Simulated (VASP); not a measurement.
An input for Quantum ESPRESSO's pw.x (written as the equivalent of a VASP run, and not itself run):

```
&CONTROL
  calculation = 'scf'
  pseudo_dir = './pseudo'
  outdir = './out'
  tprnfor = .true.
  tstress = .true.
/
&SYSTEM
  ibrav = 0
  nat = 3
  ntyp = 2
  ecutwfc = 98
  occupations = 'smearing'
  smearing = 'gaussian'
  degauss = 0.009996
  input_dft = 'pz'
  nspin = 2
  starting_magnetization(2) = 0.2
/
&ELECTRONS
  conv_thr = 7.3e-08
  electron_maxstep = 100
/
ATOMIC_SPECIES
  N 14.007 N.upf
  Ni 58.693 Ni.upf
CELL_PARAMETERS angstrom
     2.6189000    0.0000000    0.0000000
    -1.3094500    2.2680340    0.0000000
     0.0000000    0.0000000   16.1293240
ATOMIC_POSITIONS crystal
  N    0.0000000  0.0000000  0.5000000
  Ni   0.3333330  0.6666670  0.5660080
  Ni   0.6666670  0.3333330  0.4339920
K_POINTS automatic
  12 12 1 0 0 0
```

Translate this input to VASP (INCAR, KPOINTS, POSCAR, choice of POTCAR).

This is not unique; one that fits is 
**KPOINTS**
```
Automatic mesh
0
Gamma
12 12 1
0 0 0
```

**INCAR**
```
SYSTEM = Ni2N
PREC = Accurate
ENCUT = 400
EDIFF = 1E-6
NELM = 100
ALGO = Normal
LREAL = .FALSE.
LASPH = .TRUE.
ISMEAR = 0
SIGMA = 0.136
LMAXMIX = 4
LWAVE = .FALSE.
LCHARG = .FALSE.
ISIF = 2
ISPIN = 2
MAGMOM = 0.0 2.0 2.0
LORBIT = 11
```

POSCAR:
```
Ni2N
1
    2.6189000000     0.0000000000     0.0000000000
   -1.3094500000     2.2680340000     0.0000000000
    0.0000000000     0.0000000000    16.1293240000
N Ni
1 2
Direct
  0.0000000000   0.0000000000   0.5000000000
  0.3333330000   0.6666670000   0.5660080000
  0.6666670000   0.3333330000   0.4339920000
```

POTCAR, in this order: N Ni (LDA.64 set). Program: vasp_std.

What does not carry over: the potentials are each code's own (VASP's PAW set, PseudoDojo norm-conserving files in pw.x), so ENCUT and ecutwfc are chosen apart and not converted; conv_thr bounds pw.x's estimated SCF error, while EDIFF bounds the energy change between steps; starting_magnetization is a fraction of the valence charge and MAGMOM a moment in μB, so they match only roughly.

The cell is a sheet with vacuum, built from a generated structure.
